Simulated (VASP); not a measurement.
Output of a VASP run:

**OUTCAR**
```
 ion  position               nearest neighbor table
   1  0.000  0.000  0.000-   3 3.04   3 3.04   3 3.04   2 3.04   2 3.04   2 3.04   3 3.04   2 3.04
  LATTYP: Found a face centered cubic cell.
 ALAT       =     7.0204198678
 Subroutine PRICEL returns:
 Original cell was already a primitive cell.
 Subroutine GETGRP returns: Found 48 space group operations
The static configuration has the point symmetry O_h .
The dynamic configuration has the point symmetry O_h .
 Subroutine INISYM returns: Found 48 space group operations
 Subroutine IBZKPT returns following result:
 Found     16 irreducible k-points:

 Following reciprocal coordinates:
            Coordinates               Weight
  0.000000  0.000000  0.000000      1.000000
  0.166667  0.000000  0.000000      8.000000
  0.333333  0.000000  0.000000      8.000000
  0.500000  0.000000  0.000000      4.000000
  0.166667  0.166667  0.000000      6.000000
  0.333333  0.166667  0.000000     24.000000
  0.500000  0.166667  0.000000     24.000000
 -0.333333  0.166667  0.000000     24.000000
 -0.166667  0.166667  0.000000     12.000000
  0.333333  0.333333  0.000000      6.000000
  0.500000  0.333333  0.000000     24.000000
 -0.333333  0.333333  0.000000     12.000000
  0.500000  0.500000  0.000000      3.000000
  0.500000  0.333333  0.166667     24.000000
 -0.333333  0.333333  0.166667     24.000000
 -0.333333  0.500000  0.166667     12.000000
   k-points           NKPTS =     16   k-points in BZ     NKDIM =     16   number of bands    NBANDS=     16
   number of dos      NEDOS =    601   number of ions     NIONS =      3
   total plane-waves  NPLWV =  64000
   dimension x,y,z NGX =    40 NGY =   40 NGZ =   40
   dimension x,y,z NGXF=    80 NGYF=   80 NGZF=   80
   ions per type =               1   2
   PREC   = accura    normal or accurate (medium, high low for compatibility)
   ISTART =      0    job   : 0-new  1-cont  2-samecut
   ICHARG =      2    charge: 1-file 2-atom 10-const
   ISPIN  =      1    spin polarized calculation?
   LNONCOLLINEAR =      F non collinear calculations
   LSORBIT =      F    spin-orbit coupling
   INIWAV =      1    electr: 0-lowe 1-rand  2-diag
   ENCUT  =  520.0 eV  38.22 Ry    6.18 a.u.   9.23  9.23  9.23*2*pi/ulx,y,z
   NELM   =    100;   NELMIN=  2; NELMDL= -5     # of ELM steps
   EDIFF  = 0.1E-06   stopping-criterion for ELM
   LREAL  =      F    real-space projection
   NLSPLINE    = F    spline interpolate recip. space projectors
   LMAXMIX     =    4 max onsite mixed and CHGCAR
   VOSKOWN=      0    Vosko Wilk Nusair interpolation
   EDIFFG = 0.1E-05   stopping-criterion for IOM
   NSW    =      0    number of steps for IOM
   NBLOCK =      1;   KBLOCK =      1    inner block; outer block
   IBRION =     -1    ionic relax: 0-MD 1-quasi-New 2-CG
   NFREE  =      0    steps in history (QN), initial steepest desc. (CG)
   ISIF   =      2    stress and relaxation
   ISYM   =      2    0-nonsym 1-usesym 2-fastsym
   TEIN   =    0.0    initial temperature
   TEBEG  =    0.0;   TEEND  =   0.0 temperature during run
   SMASS  =  -3.00    Nose mass-parameter (am)
   PSTRESS=    0.0 pullay stress
   NELECT =      24.0000    total number of electrons
   EFERMI =   0.00;   METHOD = LEGACY
   ISMEAR =    -5;   SIGMA  =   0.20  broadening in eV -4-tet -1-fermi 0-gaus
   IALGO  =     38    algorithm
   LDIAG  =      T    sub-space diagonalisation (order eigenvalues)
   IMIX   =      4    mixing-type and parameters
     AMIX     =   0.40;   BMIX     =  1.00
     AMIX_MAG =   1.60;   BMIX_MAG =  1.00
     AMIN     =   0.10
   METAGGA = TPSS    functional components
   VOSKOWN =     0    Vosko Wilk Nusair interpolation
   LHFCALC =     F    Hartree Fock is set to
   LHFONE  =     F    Hartree Fock one center treatment
   AEXX    =    0.0000 exact exchange contribution
   IVDW    =     0    specifies the selected vdW correction
   LEPSILON=     F    determine dielectric tensor
   LRPA    =     F    only Hartree local field effects (RPA)
  energy-cutoff  :      520.00
...
```

**OSZICAR**
```
       N       E                     dE             d eps       ncg     rms          rms(c)
DAV:   1     0.153398589894E+03    0.15340E+03   -0.12024E+04   512   0.139E+03
DAV:   2    -0.704654907229E+01   -0.16045E+03   -0.15890E+03   664   0.261E+02
DAV:   3    -0.160817720321E+02   -0.90352E+01   -0.90306E+01   640   0.692E+01
DAV:   4    -0.162043005688E+02   -0.12253E+00   -0.12252E+00   856   0.835E+00
DAV:   5    -0.162050677395E+02   -0.76717E-03   -0.76717E-03   680   0.454E-01    0.783E+01
DAV:   6    -0.328409879103E+02   -0.16636E+02   -0.37184E+01   560   0.636E+01    0.174E+01
DAV:   7    -0.327385213603E+02    0.10247E+00   -0.15462E+00   784   0.120E+01    0.140E+01
DAV:   8    -0.326442947055E+02    0.94227E-01   -0.40849E-01   656   0.509E+00    0.690E+00
DAV:   9    -0.327844407057E+02   -0.14015E+00   -0.21235E-01   632   0.465E+00    0.365E+00
DAV:  10    -0.328217757238E+02   -0.37335E-01   -0.34857E-02   608   0.136E+00    0.336E-01
DAV:  11    -0.328263977690E+02   -0.46220E-02   -0.11033E-02   688   0.959E-01    0.502E-01
DAV:  12    -0.328276392755E+02   -0.12415E-02   -0.95947E-03   544   0.942E-01    0.212E-01
DAV:  13    -0.328305826838E+02   -0.29434E-02   -0.12406E-03   720   0.388E-01    0.583E-02
DAV:  14    -0.328314087140E+02   -0.82603E-03   -0.90436E-04   560   0.257E-01    0.483E-02
DAV:  15    -0.328315163204E+02   -0.10761E-03   -0.64133E-05   816   0.646E-02    0.298E-02
DAV:  16    -0.328314558954E+02    0.60425E-04   -0.14964E-05   592   0.393E-02    0.335E-02
DAV:  17    -0.328315521122E+02   -0.96217E-04   -0.88929E-05   528   0.890E-02    0.879E-03
DAV:  18    -0.328315529951E+02   -0.88289E-06   -0.26166E-06   776   0.160E-02    0.812E-03
DAV:  19    -0.328315523045E+02    0.69063E-06   -0.38211E-07   624   0.529E-03    0.476E-03
DAV:  20    -0.328315537456E+02   -0.14411E-05   -0.94758E-07   560   0.892E-03    0.296E-03
DAV:  21    -0.328315536851E+02    0.60569E-07   -0.72101E-08   480   0.269E-03
   1 F= -.32831554E+02 E0= -.32831554E+02  d E =0.000000E+00
       N       E                     dE             ncg
       N       E                     dE             ncg
       N       E                     dE             ncg
       N       E                     dE             ncg
```

OUTCAR:
```
------------------------ aborting loop because EDIFF is reached ----------------------------------------
  FORCE on cell =-STRESS in cart. coord.  units (eV):
  Direction    XX          YY          ZZ          XY          YZ          ZX
  --------------------------------------------------------------------------------------
  Total        0.0538858      0.0538858      0.0538858     -0.0000000     -0.0000000      0.0000000
  in kB        0.9980575      0.9980575      0.9980575     -0.0000000     -0.0000000      0.0000000
  external PRESSURE =       0.9980575 kB  Pullay stress =       0.0000000 kB
  volume of cell :       86.50
      direct lattice vectors                 reciprocal lattice vectors
     0.000000000  3.510209934  3.510209934    -0.142441623  0.142441623  0.142441623
     3.510209934  0.000000000  3.510209934     0.142441623 -0.142441623  0.142441623
     3.510209934  3.510209934  0.000000000     0.142441623  0.142441623 -0.142441623
 POSITION                                       TOTAL-FORCE (eV/Angst)
 -----------------------------------------------------------------------------------
      0.00000      0.00000      0.00000         0.000000      0.000000      0.000000
      1.75510      1.75510      1.75510         0.000000      0.000000     -0.000000
      5.26531      5.26531      5.26531        -0.000000     -0.000000     -0.000000
 -----------------------------------------------------------------------------------
    total drift:                               -0.000000     -0.000000      0.000000
  FREE ENERGIE OF THE ION-ELECTRON SYSTEM (eV)
  ---------------------------------------------------
  free  energy   TOTEN  =       -32.8315536851 eV

  energy  without entropy=      -32.8315536851  energy(sigma->0) =      -32.83155369

 total charge

# of ion       s       p       d       tot
------------------------------------------
    1        1.996   5.817   0.141   7.955
    2        1.569   3.579   0.000   5.148
    3        1.569   3.579   0.000   5.148
--------------------------------------------------
tot          5.134  12.975   0.141  18.250

 Electric field gradients after diagonalization (V/A^2)
 (convention: |V_zz| > |V_xx| > |V_yy|)
----------------------------------------------------------------------
 ion       V_xx      V_yy      V_zz     asymmetry (V_yy - V_xx)/ V_zz
----------------------------------------------------------------------
   1       0.000     0.000    -0.000       0.000
   2      -0.000    -0.000     0.000       0.000
   3      -0.000    -0.000     0.000       0.000
```
(Selected blocks of OUTCAR.)

**POSCAR**
```
SrCl2
1
    0.0000000000     3.5102099339     3.5102099339
    3.5102099339     0.0000000000     3.5102099339
    3.5102099339     3.5102099339     0.0000000000
Sr Cl
1 2
Direct
  0.0000000000   0.0000000000   0.0000000000
  0.2500000000   0.2500000000   0.2500000000
  0.7500000000   0.7500000000   0.7500000000
```

Q: Write an INCAR and KPOINTS that could have produced this output.

A: This is not unique; one that fits is the input of the run itself, TPSS meta-GGA, plane waves, VASP's PBE PAW potentials (set 64).

KPOINTS_OPT:
```
k-points along high-symmetry lines
10
Line-mode
Reciprocal
  0.000000   0.000000   0.000000 ! GAMMA
  0.500000   0.000000   0.500000 ! X

  0.500000   0.000000   0.500000 ! X
  0.625000   0.250000   0.625000 ! U

  0.375000   0.375000   0.750000 ! K
  0.000000   0.000000   0.000000 ! GAMMA

  0.000000   0.000000   0.000000 ! GAMMA
  0.500000   0.500000   0.500000 ! L

  0.500000   0.500000   0.500000 ! L
  0.500000   0.250000   0.750000 ! W

  0.500000   0.250000   0.750000 ! W
  0.500000   0.000000   0.500000 ! X
```

**INCAR**
```
SYSTEM = SrCl2
PREC = Accurate
ENCUT = 520
EDIFF = 1E-7
NELM = 100
ALGO = Normal
LREAL = .FALSE.
LASPH = .TRUE.
ISMEAR = -5
METAGGA = TPSS
LMIXTAU = .TRUE.
LMAXMIX = 4
LWAVE = .FALSE.
LCHARG = .FALSE.
LORBIT = 11
NEDOS = 601
ISIF = 2
LEFG = .TRUE.
```

KPOINTS:
```
Automatic mesh
0
Gamma
6 6 6
0 0 0
```

POTCAR, in this order: Sr_sv Cl (PBE.64 set). Program: vasp_std.

The compound is SrCl2 in the fluorite structure. It was relaxed first.
